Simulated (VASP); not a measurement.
# Ca3ZrN3 (P-6m2) in VASP: a series of runs

Runs on Ca3ZrN3. Level: PBE. Tasks: relaxation of cell and atoms.

Program: VASP 6.6.1. These are calculated values, not measurements. Logs are shortened: lines on timing, memory, paths and dates and some standing lists are left out, and cuts for length are marked.

## Step 1: The crystal as given

It takes space group P-6m2 (No. 187, hexagonal). The conventional cell has a = 4.271 Å, b = 4.271 Å, c = 8.113 Å, α = 90.00°, β = 90.00°, γ = 120.00°. Ca (site symmetry 3m) has 2 Ca at 2.67 to 2.77 Å and 6 N at 2.72 to 2.83 Å as nearest neighbours. Around Ca (site symmetry -6m2) lie 3 Zr at 2.47 Å and 2 Ca at 2.67 Å. Zr (site symmetry -6m2) is surrounded by 3 Ca at 2.47 Å. N (site symmetry -6m2) is surrounded by 6 Ca at 2.83 Å. N (site symmetry 3m) has 6 Ca at 2.72 to 2.90 Å and 3 Zr at 2.90 Å and 1 N at 3.06 Å as nearest neighbours.

The cell was built by a generator and needn't be a form met in nature.

## Step 2: Relaxation of cell and atoms, PBE

Contents of INCAR:

```
SYSTEM = Ca3ZrN3
PREC = Normal ; ENCUT = 520
EDIFF = 1E-4 ; ISMEAR = 0
SIGMA = 0.15 ; LREAL = .False.
LASPH = .True. ; NELM = 60
ALGO = Fast ; ISIF = 3
LWAVE = .False. ; LCHARG = .False.
GGA = PE ; IBRION = 2
NSW = 24 ; EDIFFG = -0.08
KPAR = 4
```

Contents of KPOINTS:

```
regular mesh
0
Gamma
  4 4 2
  0 0 0
```

Contents of POSCAR:

```
Ca3ZrN3
1.0
    4.2710637900      0.0000000000      0.0000000000
   -2.1355318900      3.6988497400      0.0000000000
    0.0000000000      0.0000000000      8.1128999600
Ca Zr N
3 1 3
Direct
    0.0000000000      0.0000000000      0.3292171100
    0.0000000000      0.0000000000      0.6707828900
    0.0000000000      0.0000000000      0.0000000000
    0.6666666700      0.3333333300      0.0000000000
    0.6666666700      0.3333333300      0.5000000000
    0.3333333300      0.6666666700      0.1888273900
    0.3333333300      0.6666666700      0.8111726100
```

Potentials or basis: VASP PAW PBE potentials, release 64 (Ca_sv, Zr_sv, N).

On the command line:

```console
$ cat potpaw_PBE.64/Ca_sv/POTCAR potpaw_PBE.64/Zr_sv/POTCAR potpaw_PBE.64/N/POTCAR > POTCAR
$ mpirun -np 4 vasp_std > vasp.out
```

OUTCAR:

```text
SYSTEM = Ca3ZrN3
   PREC = Normal
   ENCUT = 520
   EDIFF = 1E-4
   ISMEAR = 0
   LREAL = .False.
   LASPH = .True.
   NELM = 60
   ISIF = 3
   GGA = PE
   IBRION = 2
   NSW = 24
   EDIFFG = -0.08

 ion  position               nearest neighbor table
   1  0.000  0.000  0.329-   3 2.67   2 2.77
   2  0.000  0.000  0.671-   3 2.67   1 2.77
   3  0.000  0.000  0.000-   4 2.47   4 2.47   4 2.47   1 2.67   2 2.67
   4  0.667  0.333  0.000-   3 2.47   3 2.47   3 2.47
   5  0.667  0.333  0.500-
   6  0.333  0.667  0.189-
   7  0.333  0.667  0.811-

  LATTYP: Found a hexagonal cell.
 ALAT       =     4.2710637900
 C/A-ratio  =     1.8995033460

  Lattice vectors:

 A1 = (   4.2710637900,   0.0000000000,   0.0000000000)
 A2 = (  -2.1355318900,   3.6988497400,   0.0000000000)
 A3 = (   0.0000000000,   0.0000000000,   8.1128999600)

Analysis of symmetry for initial positions (statically):
=====================================================================
 Subroutine PRICEL returns:
 Original cell was already a primitive cell.

 Routine SETGRP: Setting up the symmetry group for a
 hexagonal supercell.

 Subroutine GETGRP returns: Found 12 space group operations
 (whereof 12 operations were pure point group operations)
 out of a pool of 24 trial point group operations.

The static configuration has the point symmetry D_3h.

Analysis of symmetry for dynamics (positions and initial velocities):
=====================================================================
 Subroutine PRICEL returns:
 Original cell was already a primitive cell.

 Routine SETGRP: Setting up the symmetry group for a
 hexagonal supercell.

 Subroutine GETGRP returns: Found 12 space group operations
 (whereof 12 operations were pure point group operations)
 out of a pool of 24 trial point group operations.

The dynamic configuration has the point symmetry D_3h.

 Subroutine INISYM returns: Found 12 space group operations
 (whereof 12 operations are pure point group operations),
 and found     1 'primitive' translations

----------------------------------------------------------------------------------------

                                     Primitive cell

  volume of cell :     128.1678

  direct lattice vectors                    reciprocal lattice vectors
     4.271063790  0.000000000  0.000000000     0.234133707  0.135177159  0.000000000
    -2.135531890  3.698849740  0.000000000     0.000000000  0.270354318  0.000000000
     0.000000000  0.000000000  8.112899960     0.000000000  0.000000000  0.123260487

  length of vectors
     4.271063790  4.271063785  8.112899960     0.270354318  0.270354318  0.123260487

  position of ions in fractional coordinates (direct lattice)
     0.000000000  0.000000000  0.329217110
     0.000000000  0.000000000  0.670782890
     0.000000000  0.000000000  0.000000000
     0.666666670  0.333333330  0.000000000
     0.666666670  0.333333330  0.500000000
     0.333333330  0.666666670  0.188827390
     0.333333330  0.666666670  0.811172610

  ion indices of the primitive-cell ions
   primitive index   ion index
                 1           1
                 2           2
                 3           3
                 4           4
                 5           5
                 6           6
                 7           7

----------------------------------------------------------------------------------------

 KPOINTS: regular mesh

Automatic generation of k-mesh.
 Grid dimensions read from file:
 generate k-points for:    4    4    2

 Generating k-lattice:

  Cartesian coordinates                     Fractional coordinates (reciprocal lattice)
     0.058533427  0.033794290  0.000000000     0.250000000 -0.000000000  0.000000000
     0.000000000  0.067588580  0.000000000     0.000000000  0.250000000  0.000000000
     0.000000000  0.000000000  0.061630243     0.000000000  0.000000000  0.500000000

  Length of vectors
     0.067588579  0.067588580  0.061630243

  Shift w.r.t. Gamma in fractional coordinates (k-lattice)
     0.000000000  0.000000000  0.000000000

 Subroutine IBZKPT returns following result:
 ===========================================

 Found      8 irreducible k-points:

 Following reciprocal coordinates:
            Coordinates               Weight
  0.000000  0.000000  0.000000      1.000000
  0.250000 -0.000000  0.000000      6.000000
  0.500000 -0.000000  0.000000      3.000000
  0.250000  0.250000  0.000000      6.000000
  0.000000  0.000000  0.500000      1.000000
  0.250000 -0.000000  0.500000      6.000000
  0.500000 -0.000000  0.500000      3.000000
  0.250000  0.250000  0.500000      6.000000
   k-points           NKPTS =      8   k-points in BZ     NKDIM =      8   number of bands    NBANDS=     34
   number of dos      NEDOS =    301   number of ions     NIONS =      7
   total plane-waves  NPLWV =  27648
   dimension x,y,z NGX =    24 NGY =   24 NGZ =   48
   dimension x,y,z NGXF=    48 NGYF=   48 NGZF=   96
   ions per type =               3   1   3
   NGX,Y,Z   is equivalent  to a cutoff of   9.34,  9.34,  9.84 a.u.
   NGXF,Y,Z  is equivalent  to a cutoff of  18.68, 18.68, 19.67 a.u.
 SYSTEM =  Ca3ZrN3
   PREC   = normal    normal or accurate (medium, high low for compatibility)
   ISTART =      0    job   : 0-new  1-cont  2-samecut
   ICHARG =      2    charge: 1-file 2-atom 10-const
   ISPIN  =      1    spin polarized calculation?
   LNONCOLLINEAR =      F non collinear calculations
   LSORBIT =      F    spin-orbit coupling
   LASPH  =      T    aspherical Exc in radial PAW
   ENCUT  =  520.0 eV  38.22 Ry    6.18 a.u.   7.94  7.94 15.08*2*pi/ulx,y,z
   NELM   =     60;   NELMIN=  2; NELMDL= -5     # of ELM steps
   EDIFF  = 0.1E-03   stopping-criterion for ELM
   LREAL  =      F    real-space projection
   EDIFFG = -.8E-01   stopping-criterion for IOM
   NSW    =     24    number of steps for IOM
   IBRION =      2    ionic relax: 0-MD 1-quasi-New 2-CG
   NFREE  =      1    steps in history (QN), initial steepest desc. (CG)
   ISIF   =      3    stress and relaxation
   ISYM   =      2    0-nonsym 1-usesym 2-fastsym
   POTIM  = 0.5000    time-step for ionic-motion
   TEBEG  =    0.0;   TEEND  =   0.0 temperature during run
   PSTRESS=    0.0 pullay stress
   NELECT =      57.0000    total number of electrons
   NUPDOWN=      -1.0000    fix difference up-down
   EMIN   =  10.00;   EMAX   =-10.00  energy-range for DOS
   EFERMI =   0.00;   METHOD = LEGACY
   ISMEAR =     0;   SIGMA  =   0.15  broadening in eV -4-tet -1-fermi 0-gaus
   EFERMI_NEDOS =   21; number of points for ismear=-14 and -15
   IALGO  =     68    algorithm
   IMIX   =      4    mixing-type and parameters
     AMIX     =   0.40;   BMIX     =  1.00
     AMIX_MAG =   1.60;   BMIX_MAG =  1.00
  volume/ion in A,a.u.               =      18.31       123.56
  Fermi-wavevector in a.u.,A,eV,Ry     =   1.249607  2.361415 21.245742  1.561518
  Thomas-Fermi vector in A             =   2.383640
   LORBIT       =      0    0 simple, 1 ext, 2 COOP (PROOUT), +10 PAW based schemes
   GGA     = PE    functional components
   LHFCALC =     F    Hartree Fock is set to
   AEXX    =    0.0000 exact exchange contribution
   IVDW    =     0    specifies the selected vdW correction
   LEPSILON=     F    determine dielectric tensor
   LRPA    =     F    only Hartree local field effects (RPA)
 conjugate gradient relaxation of ions
 non-spin polarized calculation
 RMM-DIIS sequential band-by-band and
 Gauss-broadening in eV      SIGMA  =   0.15
  energy-cutoff  :      520.00
  volume of cell :      128.17
 maximum number of plane-waves:      3472
   NGX = 15   NGY = 15   NGZ = 31

--------------------------------------- Ionic step        1  -------------------------------------------

 number of electron      57.0000026 magnetization

 Free energy of the ion-electron system (eV)
  ---------------------------------------------------
  ext. energy  EPLUGINS =         0.00000000
  ---------------------------------------------------
  free energy    TOTEN  =       -31.89983507 eV

  energy without entropy =      -31.84062947  energy(sigma->0) =      -31.87023227

 E-fermi :   3.9372     XC(G=0):  -9.8663

 val. band max:        3.9336056858   @ k =   0.2500   0.2500   0.0000
 cond. band min:       3.9584771451   @ k =   0.0000   0.0000   0.5000
 fundamental gap:      0.0248714593
 Fermi energy:         3.9371736878

 k-point     1 :       0.0000    0.0000    0.0000
  band No.  band energies     occupation
      1     -45.8417      2.00000
      2     -37.2490      2.00000
      3     -36.6117      2.00000
      4     -36.5221      2.00000
      5     -24.2448      2.00000
      6     -24.2448      2.00000
[... 26 lines left out ...]
     33       5.6476      0.00000
     34       6.4058      0.00000

 k-point     2 :       0.2500   -0.0000    0.0000
  band No.  band energies     occupation
      1     -45.8334      2.00000
      2     -37.2810      2.00000
      3     -36.6113      2.00000
      4     -36.5207      2.00000
      5     -24.2821      2.00000
      6     -24.1510      2.00000
[... 548 lines left out ...]
 VOLUME and BASIS-vectors are now :
 -----------------------------------------------------------------------------
  energy-cutoff  :      520.00
  volume of cell :      119.28
      direct lattice vectors                 reciprocal lattice vectors
     3.865441385 -0.000000001  0.000000000     0.258702668  0.149362055 -0.000000000
    -1.932720689  3.347570435 -0.000000000     0.000000000  0.298724110 -0.000000000
     0.000000000  0.000000000  9.218048943    -0.000000000  0.000000000  0.108482826

 POSITION                                       TOTAL-FORCE (eV/Angst)
 -----------------------------------------------------------------------------------
      0.00000      0.00000      3.22763        -0.000000      0.000000     -0.219283
      0.00000      0.00000      5.99042        -0.000000      0.000000      0.219283
      3.86544     -0.00000      9.21805        -0.000000      0.000000      0.000000
      1.93272      1.11586      9.21805         0.000000     -0.000000      0.000000
      1.93272      1.11586      4.60902        -0.000000      0.000000      0.000000
     -0.00000      2.23171      1.31374        -0.000000      0.000000     -0.143376
     -0.00000      2.23171      7.90431        -0.000000      0.000000      0.143376
 -----------------------------------------------------------------------------------
    total drift:                               -0.000019      0.000011      0.000000

  FREE ENERGIE OF THE ION-ELECTRON SYSTEM (eV)
  ---------------------------------------------------
  free  energy   TOTEN  =       -35.0472676250 eV

  energy  without entropy=      -34.9834366191  energy(sigma->0) =      -35.01535212

--------------------------------------- Ionic step        9  -------------------------------------------

 number of electron      57.0000013 magnetization

 Free energy of the ion-electron system (eV)
  ---------------------------------------------------
  ext. energy  EPLUGINS =         0.00000000
  ---------------------------------------------------
  free energy    TOTEN  =       -35.05472688 eV

  energy without entropy =      -34.98787461  energy(sigma->0) =      -35.02130075

 E-fermi :   4.4337     XC(G=0): -10.0722

 val. band max:        4.3714031184   @ k =   0.0000   0.0000   0.0000
 cond. band min:       4.4365554258   @ k =   0.2500   0.2500   0.0000
 fundamental gap:      0.0651523074
 Fermi energy:         4.4337031880

 k-point     1 :       0.0000    0.0000    0.0000
  band No.  band energies     occupation
      1     -45.4511      2.00000
      2     -36.2509      2.00000
      3     -35.6340      2.00000
      4     -35.5307      2.00000
      5     -24.3003      2.00000
      6     -24.3003      2.00000
[... 26 lines left out ...]
     33       7.7024      0.00000
     34       7.7804      0.00000

 k-point     2 :       0.2500   -0.0000    0.0000
  band No.  band energies     occupation
      1     -45.4087      2.00000
      2     -36.4144      2.00000
      3     -35.6281      2.00000
      4     -35.5253      2.00000
      5     -24.4162      2.00000
      6     -23.9959      2.00000
[... 253 lines left out ...]
  FORCE on cell =-STRESS in cart. coord.  units (eV):
  Direction    XX          YY          ZZ          XY          YZ          ZX
  --------------------------------------------------------------------------------------
  -------------------------------------------------------------------------------------
  Total       -0.1680048     -0.1680048      0.0602888     -0.0000000     -0.0000000      0.0000000
  in kB       -2.2635330     -2.2635330      0.8122728     -0.0000000     -0.0000000      0.0000000
  external PRESSURE =      -1.2382644 kB  Pullay stress =       0.0000000 kB

 VOLUME and BASIS-vectors are now :
 -----------------------------------------------------------------------------
  energy-cutoff  :      520.00
  volume of cell :      118.92
      direct lattice vectors                 reciprocal lattice vectors
     3.858033242 -0.000000001  0.000000000     0.259199426  0.149648858 -0.000000000
    -1.929016617  3.341154794 -0.000000000     0.000000000  0.299297716 -0.000000000
     0.000000000  0.000000000  9.225353144    -0.000000000  0.000000000  0.108396934

 POSITION                                       TOTAL-FORCE (eV/Angst)
 -----------------------------------------------------------------------------------
      3.85803     -0.00000      3.20958         0.000000      0.000000     -0.019778
     -0.00000      0.00000      6.01578         0.000000      0.000000      0.019778
     -0.00000      0.00000     -0.00000         0.000000      0.000000     -0.000000
      1.92902      1.11372      0.00000        -0.000000      0.000000     -0.000000
      1.92902      1.11372      4.61268         0.000000     -0.000000     -0.000000
     -0.00000      2.22744      1.30613         0.000000      0.000000     -0.034314
     -0.00000      2.22744      7.91922         0.000000     -0.000000      0.034314
 -----------------------------------------------------------------------------------
    total drift:                               -0.000019      0.000011      0.000000

  FREE ENERGIE OF THE ION-ELECTRON SYSTEM (eV)
  ---------------------------------------------------
  free  energy   TOTEN  =       -35.0547268843 eV

  energy  without entropy=      -34.9878746134  energy(sigma->0) =      -35.02130075

 reached required accuracy - stopping structural energy minimisation
```

Wall time 44 s (4 MPI ranks of Intel Xeon 6975P-C (Granite Rapids), shared host); peak memory 0.19 GiB.

What came out:

```yaml
Free_energy: -35.0547 eV
Relaxed_volume: 16.99 Å³/atom
Relaxed_cell: a = 3.858 Å, b = 3.858 Å, c = 9.225 Å, α = 90.00°, β = 90.00°, γ = 120.00°
Space_group_after_relaxing_to_0.05_Å: P-6m2 (No. 187)
Energy_gained_by_relaxing: 450.7 meV/atom
Ionic_steps: 9
Pressure_after_relaxing: -0.1 GPa
Largest_force_after_relaxing: 0.034 eV/Å
Band_gap_on_the_k_mesh: none (metal or under the smearing width)
```

Forces in eV/Å, atoms in the order of the input:
```
Ca   0.000  0.000 -0.020
Ca   0.000  0.000  0.020
Ca   0.000  0.000  0.000
Zr   0.000  0.000  0.000
N    0.000  0.000  0.000
N    0.000  0.000 -0.034
N    0.000  0.000  0.034
```

Stress tensor (GPa, compression positive):
```
-0.23  0.00  0.00
 0.00 -0.23  0.00
 0.00  0.00  0.08
```

The path:
```
step  energy change (eV)  largest force (eV/Å)  pressure (GPa)  volume (Å³)
   1              0.0000                1.8397           -7.93       128.17
   2             -2.1657                2.2608            1.65       111.31
   3             -2.2247                2.3240            5.10       108.21
   4             -2.8774                1.3751            2.65       112.36
   5             -3.1179                0.3832            1.59       116.20
   6             -3.1243                0.4388            1.54       116.87
   7             -3.1443                0.1459           -1.17       120.16
   8             -3.1474                0.2193           -0.59       119.28
   9             -3.1549                0.0343           -0.12       118.92
```

Final structure:
```
Ca Zr N
1.0
     3.85803    0.00000    0.00000
    -1.92902    3.34115    0.00000
     0.00000    0.00000    9.22535
Ca Zr N
3 1 3
Direct
  0.00000 0.00000 0.34791
  0.00000 0.00000 0.65209
  0.00000 0.00000 0.00000
  0.66667 0.33333 0.00000
  0.66667 0.33333 0.50000
  0.33333 0.66667 0.14158
  0.33333 0.66667 0.85842
```

Caveat: the k mesh is coarse (spacing up to 0.42 Å⁻¹), so the values aren't converged; the relaxation stopped at a loose force limit of 0.08 eV/Å, so its end isn't a converged minimum.

(Part 1 of 2 ends here.)
